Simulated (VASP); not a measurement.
An input for Ansatz (written as the equivalent of a VASP run, and not itself run):

Ansatz 0.2 input:
```yaml
crystal:
  lattice:
    - [3.0089122, 0.0000001, 0.0000000]
    - [-1.5044565, 2.6057947, 0.0000000]
    - [0.0000000, 0.0000000, 3.9979702]
  atoms:
    - { symbol: Ta, position: [0.0000000, 0.0000000, 0.0000000] }
    - { symbol: Si, position: [0.6666670, 0.3333330, 0.5000000] }
kpoints:
  mp_grid: { grid: [16, 16, 10] }
hamiltonian:
  xc: pbesol
  pseudopotentials: { kind: paw }
scf:
  occupations: { method: tetrahedron }
  max_iter: 100
output: { forces: true, stress: true, eigenvalues: true }
```

Translate this input to VASP (INCAR, KPOINTS, POSCAR, choice of POTCAR).

This is not unique; one that fits is 
### INCAR
```
! general
SYSTEM =TaSi
PREC   =Accurate
ENCUT  =400   ! plane-wave cut-off (eV)
LREAL  =.FALSE.
LASPH  =.TRUE.   ! aspherical one-centre terms

! electronic loop
EDIFF  =1E-7
NELM   =100   ! most electronic steps
ALGO   =Normal
LMAXMIX=6

! smearing
ISMEAR =-5   ! tetrahedra, Bloechl

! functional
GGA    =PS   ! PBEsol

! ions
ISIF   =2

! output
LWAVE  =.FALSE.
LCHARG =.TRUE.
LORBIT =11   ! lm-projected
NEDOS  =601
```

### KPOINTS
```
Automatic mesh
0
Gamma
16 16 10
0 0 0
```

POSCAR:
```
TaSi
7.995940
  0.3763049977   0.0000000099   0.0000000000
 -0.1881525443   0.3258897218   0.0000000000
  0.0000000000   0.0000000000   0.5000000189
Ta Si
1 1
Direct
  0.0000000000   0.0000000000   0.0000000000
  0.6666670000   0.3333330000   0.5000000000
```

POTCAR, in this order: Ta_pv Si (PBE.64 set). Program: vasp_std.

Limits of the translation: each code has its own PAW files, so the cut-off isn't converted (ENCUT is set for VASP's; basis.ecutwfc is left out, and Ansatz then takes the one that its files recommend); Ansatz stops its SCF on the density residual and VASP on the energy change (EDIFF).

The structure was generated: TaSi was put into the WC type (P-6m2), which need not be its known phase. It was relaxed first, which changed the volume by -12 %.
